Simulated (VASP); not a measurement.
# Al4B3P (C2) in VASP: density of states with PBE

Aim: the density of states of Al4B3P with PBE.

Program: VASP 6.6.1. These are calculated values, not measurements. Logs are shortened: lines on timing, memory, paths and dates and some standing lists are left out, and cuts for length are marked.

## (1) Starting point

The structure is monoclinic, space group C2 (No. 5). The conventional cell has a = 5.252 Å, b = 3.031 Å, c = 23.846 Å, α = 90.00°, β = 90.00°, γ = 90.00°. Around Al (site symmetry 1) lie 3 P at 2.61 Å and 3 Al at 2.78 to 2.79 Å. Al (site symmetry 1) has 6 B at 2.38 to 2.42 Å and 3 P at 2.52 Å as nearest neighbours. Al (site symmetry 1) has 12 B at 2.38 to 2.42 Å as nearest neighbours. Around Al (site symmetry 1) lie 12 Al at 2.77 to 3.03 Å. Around B (site symmetry 1) lie 3 B at 1.75 Å. B (site symmetry 1) is surrounded by 3 B at 1.75 Å. B (site symmetry 1) is surrounded by 3 B at 1.75 Å. P (site symmetry 1) is surrounded by 6 Al at 2.52 to 2.61 Å.

The cell was built by a generator and needn't be a form met in nature.

## (2) Density of states, PBE

Input file POSCAR:

```
Al4B3P                                  
1.0
    2.6258003088     -1.5152938806      0.0001539818
    2.6258003088      1.5152938806      0.0001539818
   -0.0013072327      0.0000000000     23.8457699723
  Al              B               P             
     8     6     2
Direct
     0.3171524459038033    0.3469991923316702    0.8641498183724535
     0.9886473131456358    0.0144056095388210    0.2929948360595801
     0.9855943904611790    0.0113526868543640    0.7070051639404201
     0.9892086281956572    0.0125436926937216    0.4308253503884842
     0.9874563073062784    0.0107913718043426    0.5691746496115158
     0.6530008076683299    0.6828475540961967    0.1358501816275464
     0.6502527203274090    0.6818249110782344    0.9548914031659753
     0.3181750889217655    0.3497472796725911    0.0451085968340246
     0.3225724782091701    0.3470819482642714    0.3630189042367074
     0.6559340045266581    0.6804336108658151    0.3606129539441832
     0.6529180517357285    0.6774275217908298    0.6369810957632924
     0.3195663891341848    0.3440659954733420    0.6393870460558168
     0.6552951302092727    0.6780562224688997    0.4992872168849199
     0.3219437775311004    0.3447048697907273    0.5007127831150802
     0.6521785228944552    0.6789210661706329    0.7830021728874551
     0.3210789338293673    0.3478214771055448    0.2169978271125449
```

Input file INCAR.step1:

```
SYSTEM = Al4B3P
ALGO = Normal
EDIFF = 1E-7
ENCUT = 520
GGA = PE
ISIF = 2
ISMEAR = 0
KPAR = 8
LASPH = .True.
LCHARG = .True.
LREAL = .False.
LWAVE = .False.
NBANDS = 40
NELM = 80
PREC = Accurate
SIGMA = 0.1
```

Input file KPOINTS.step1:

```
k-points
0
Gamma
  8 8 2
  0 0 0
```

Input file INCAR.step2:

```
SYSTEM = Al4B3P
ALGO = Normal
EDIFF = 1E-7
ENCUT = 520
GGA = PE
ICHARG = 11
ISIF = 2
ISMEAR = -5
KPAR = 8
LASPH = .True.
LCHARG = .False.
LORBIT = 11
LREAL = .False.
LWAVE = .False.
NBANDS = 40
NEDOS = 1001
NELM = 80
PREC = Accurate
SIGMA = 0.1
```

Input file KPOINTS.step2:

```
k-points
0
Gamma
  12 12 3
  0 0 0
```

Potentials or basis: VASP PAW PBE potentials, release 64 (Al, B, P).

Run with:

```sh
> cat potpaw_PBE.64/Al/POTCAR potpaw_PBE.64/B/POTCAR potpaw_PBE.64/P/POTCAR > POTCAR
> cp INCAR.step1 INCAR
> cp KPOINTS.step1 KPOINTS
> mpirun -np 8 vasp_std > vasp.out
> cp INCAR.step2 INCAR
> cp KPOINTS.step2 KPOINTS
> mpirun -np 8 vasp_std > vasp.out
```

OUTCAR:

```text
SYSTEM = Al4B3P
   EDIFF = 1E-7
   ENCUT = 520
   GGA = PE
   ICHARG = 11
   ISIF = 2
   ISMEAR = -5
   LASPH = .True.
   LORBIT = 11
   LREAL = .False.
   NELM = 80
   PREC = Accurate

 ion  position               nearest neighbor table
   1  0.317  0.347  0.864-  15 2.61  15 2.61  15 2.61   7 2.78   7 2.78   7 2.79
   2  0.989  0.014  0.293-  10 2.38  10 2.38  10 2.38   9 2.42   9 2.42   9 2.42  16 2.52  16 2.52
                            16 2.52   4 3.29
   3  0.986  0.011  0.707-  12 2.38  12 2.38  12 2.38  11 2.42  11 2.42  11 2.42  15 2.52  15 2.52
                            15 2.52   5 3.29
   4  0.989  0.013  0.431-   9 2.38   9 2.38   9 2.39  13 2.39  13 2.39  13 2.40  14 2.41  14 2.42
                            14 2.42  10 2.42  10 2.42  10 2.42   2 3.29   5 3.30
   5  0.987  0.011  0.569-  11 2.38  11 2.38  11 2.39  14 2.39  14 2.39  14 2.40  13 2.41  13 2.42
                            13 2.42  12 2.42  12 2.42  12 2.42   3 3.29   4 3.30
   6  0.653  0.683  0.136-  16 2.61  16 2.61  16 2.61   8 2.78   8 2.78   8 2.79
   7  0.650  0.682  0.955-   8 2.77   8 2.78   8 2.78   1 2.78   1 2.78   1 2.79
   8  0.318  0.350  0.045-   7 2.77   7 2.78   7 2.78   6 2.78   6 2.78   6 2.79
   9  0.323  0.347  0.363-  10 1.75  10 1.75  10 1.75   4 2.38   4 2.38   4 2.39   2 2.42   2 2.42
                             2 2.42
  10  0.656  0.680  0.361-   9 1.75   9 1.75   9 1.75   2 2.38   2 2.38   2 2.38   4 2.42   4 2.42
                             4 2.42
  11  0.653  0.677  0.637-  12 1.75  12 1.75  12 1.75   5 2.38   5 2.38   5 2.39   3 2.42   3 2.42
                             3 2.42
  12  0.320  0.344  0.639-  11 1.75  11 1.75  11 1.75   3 2.38   3 2.38   3 2.38   5 2.42   5 2.42
                             5 2.42
  13  0.655  0.678  0.499-  14 1.75  14 1.75  14 1.75   4 2.39   4 2.39   4 2.40   5 2.41   5 2.42
                             5 2.42
  14  0.322  0.345  0.501-  13 1.75  13 1.75  13 1.75   5 2.39   5 2.39   5 2.40   4 2.41   4 2.42
                             4 2.42
  15  0.652  0.679  0.783-   3 2.52   3 2.52   3 2.52   1 2.61   1 2.61   1 2.61
  16  0.321  0.348  0.217-   2 2.52   2 2.52   2 2.52   6 2.61   6 2.61   6 2.61

  LATTYP: Found a base centered orthorhombic cell.
 ALAT       =     3.0305877612
 B/A-ratio  =     1.7328653847
 C/A-ratio  =     7.8683647817

  Lattice vectors:

 A1 = (  -2.6258003088,  -1.5152938806,  -0.0001539818)
 A2 = (   2.6258003088,  -1.5152938806,   0.0001539818)
 A3 = (  -0.0013072327,   0.0000000000,  23.8457699723)

Analysis of symmetry for initial positions (statically):
=====================================================================
 Subroutine PRICEL returns:
 Original cell was already a primitive cell.

 Routine SETGRP: Setting up the symmetry group for a
 base centered orthorhombic supercell.

 Subroutine GETGRP returns: Found  2 space group operations
[... 172 lines left out ...]
   GGA     = PE    functional components
   LHFCALC =     F    Hartree Fock is set to
   AEXX    =    0.0000 exact exchange contribution
   IVDW    =     0    specifies the selected vdW correction
   LEPSILON=     F    determine dielectric tensor
   LRPA    =     F    only Hartree local field effects (RPA)
 non-spin polarized calculation
 Fermi weights with tetrahedron method with Bloechl corrections
  energy-cutoff  :      520.00
  volume of cell :      189.76
 maximum number of plane-waves:      5148

 number of electron      52.0000000 magnetization

 Free energy of the ion-electron system (eV)
  ---------------------------------------------------
  ext. energy  EPLUGINS =         0.00000000
  ---------------------------------------------------
  free energy    TOTEN  =       -80.45889485 eV

  energy without entropy =      -80.45889485  energy(sigma->0) =      -80.45889485

 E-fermi :   8.9315     XC(G=0): -10.9956

 val. band max:        9.1056568565   @ k =   0.3333   0.0000   0.3333
 cond. band min:       8.8704369126   @ k =  -0.4167  -0.3333   0.3333
 fundamental gap:     -0.2352199438
 Fermi energy:         8.9314609852

 k-point     1 :       0.0000    0.0000    0.0000
  band No.  band energies     occupation
      1      -6.3809      2.00000
      2      -5.9717      2.00000
      3      -5.4277      2.00000
      4      -4.9465      2.00000
      5      -4.6302      2.00000
      6      -1.6860      2.00000
[... 973 lines left out ...]
     37      12.2323      0.00000
     38      12.5875      0.00000

 [... further k-points ...]

 [bands above 38 left out]

------------------------ aborting loop because EDIFF is reached ----------------------------------------

  FORCE on cell =-STRESS in cart. coord.  units (eV):
  Direction    XX          YY          ZZ          XY          YZ          ZX
  --------------------------------------------------------------------------------------
  -------------------------------------------------------------------------------------
  Total        3.4777245      3.6125712      0.1518144      0.0000000      0.0000000     -0.0048819
  in kB       29.3633666     30.5019137      1.2818101      0.0000000      0.0000000     -0.0412193
  external PRESSURE =      20.3823635 kB  Pullay stress =       0.0000000 kB

 VOLUME and BASIS-vectors are now :
 -----------------------------------------------------------------------------
  energy-cutoff  :      520.00
  volume of cell :      189.76
      direct lattice vectors                 reciprocal lattice vectors
     2.625800309 -1.515293881  0.000153982     0.190418135 -0.329968996  0.000010439
     2.625800309  1.515293881  0.000153982     0.190418135  0.329968996  0.000010439
    -0.001307233  0.000000000 23.845769972    -0.000002459  0.000000000  0.041936159

 POSITION                                       TOTAL-FORCE (eV/Angst)
 -----------------------------------------------------------------------------------
      1.74280      0.04523     20.60642         0.002728      0.001258     -0.715364
      2.63343     -1.47626      6.98684        -0.002117     -0.003209     -0.594912
      2.61686     -1.47626     16.85924         0.002117     -0.003209      0.594912
      2.62984     -1.47993     10.27352        -0.000919      0.000948      0.008293
      2.62046     -1.47993     13.57256         0.000919      0.000948     -0.008293
      3.50749      0.04523      3.23966        -0.002728      0.001258      0.715364
[... 8 lines left out ...]
      3.49418      0.04052     18.67149        -0.001935      0.001385     -0.133863
      1.75612      0.04052      5.17458         0.001935      0.001385      0.133863
 -----------------------------------------------------------------------------------
    total drift:                               -0.000000     -0.000145     -0.000000

  FREE ENERGIE OF THE ION-ELECTRON SYSTEM (eV)
  ---------------------------------------------------
  free  energy   TOTEN  =       -80.4588948518 eV

  energy  without entropy=      -80.4588948518  energy(sigma->0) =      -80.45889485

 total charge

# of ion       s       p       d       tot
------------------------------------------
    1        0.434   0.307   0.000   0.741
    2        0.387   0.346   0.000   0.733
    3        0.387   0.346   0.000   0.733
    4        0.354   0.339   0.000   0.693
    5        0.354   0.339   0.000   0.693
    6        0.434   0.307   0.000   0.741
[... 8 lines left out ...]
   15        1.093   1.432   0.000   2.525
   16        1.093   1.432   0.000   2.525
--------------------------------------------------
tot          9.416  13.332   0.000  22.748
```

OSZICAR.step1:

```text
N       E                     dE             d eps       ncg     rms          rms(c)
DAV:   1     0.113450720370E+03    0.11345E+03   -0.21004E+04  3360   0.112E+03
DAV:   2    -0.746402998971E+02   -0.18809E+03   -0.17826E+03  4248   0.177E+02
DAV:   3    -0.864139242114E+02   -0.11774E+02   -0.11534E+02  4304   0.406E+01
DAV:   4    -0.865840367497E+02   -0.17011E+00   -0.16958E+00  4152   0.527E+00
[... 10 lines left out ...]
DAV:  15    -0.805085240252E+02    0.21391E-04   -0.17419E-04  4048   0.484E-02    0.400E-02
DAV:  16    -0.805085245028E+02   -0.47762E-06   -0.15528E-05  3984   0.152E-02    0.239E-02
DAV:  17    -0.805085210663E+02    0.34365E-05   -0.10517E-05  4072   0.121E-02    0.305E-03
DAV:  18    -0.805085211664E+02   -0.10012E-06   -0.11671E-06  3992   0.442E-03    0.237E-03
DAV:  19    -0.805085211857E+02   -0.19320E-07   -0.49805E-08  2544   0.113E-03
   1 F= -.80508521E+02 E0= -.80498224E+02  d E =-.205940E-01
```

Wall time 1.7 min (8 MPI ranks of AMD EPYC 9R45 (Zen 5), shared host); peak memory 0.76 GiB.

Results:

```
Valence electrons inside the program's atomic spheres : Al 0.74, 0.73, 0.69, 0.75; B 1.98, 1.97; P 2.52
```

States per cell in windows of 1 eV (zero at the Fermi level; states under -8 eV left out):
| from (eV) | total | P15_p | P16_p | B10_p | B12_p | B9_p | B11_p |
| --- | --- | --- | --- | --- | --- | --- | --- |
| -8.0 | 3.47 | 0.07 | 0.07 | 0.09 | 0.09 | 0.09 | 0.09 |
| -7.0 | 4.46 | 0.15 | 0.15 | 0.11 | 0.11 | 0.11 | 0.11 |
| -6.0 | 4.78 | 0.16 | 0.16 | 0.15 | 0.15 | 0.15 | 0.15 |
| -5.0 | 5.83 | 0.20 | 0.20 | 0.24 | 0.24 | 0.23 | 0.23 |
| -4.0 | 4.96 | 0.15 | 0.15 | 0.21 | 0.21 | 0.20 | 0.20 |
| -3.0 | 4.73 | 0.21 | 0.21 | 0.15 | 0.15 | 0.14 | 0.14 |
| -2.0 | 4.05 | 0.17 | 0.17 | 0.08 | 0.08 | 0.11 | 0.11 |
| -1.0 | 4.36 | 0.26 | 0.26 | 0.04 | 0.04 | 0.06 | 0.06 |
| 0.0 | 4.40 | 0.21 | 0.21 | 0.05 | 0.05 | 0.05 | 0.05 |
| 1.0 | 4.70 | 0.18 | 0.18 | 0.06 | 0.06 | 0.05 | 0.05 |
| 2.0 | 5.27 | 0.10 | 0.10 | 0.07 | 0.07 | 0.07 | 0.07 |
| 3.0 | 6.73 | 0.08 | 0.08 | 0.12 | 0.12 | 0.12 | 0.12 |
| 4.0 | 4.66 | 0.06 | 0.06 | 0.10 | 0.10 | 0.10 | 0.10 |
| 5.0 | 1.70 | 0.02 | 0.02 | 0.05 | 0.05 | 0.04 | 0.04 |
| 6.0 | 0.48 | 0.01 | 0.01 | 0.01 | 0.01 | 0.01 | 0.01 |
| 7.0 | 0.06 | 0.00 | 0.00 | 0.00 | 0.00 | 0.00 | 0.00 |

Caveat: tetrahedron occupations give inexact forces and stress in metals.
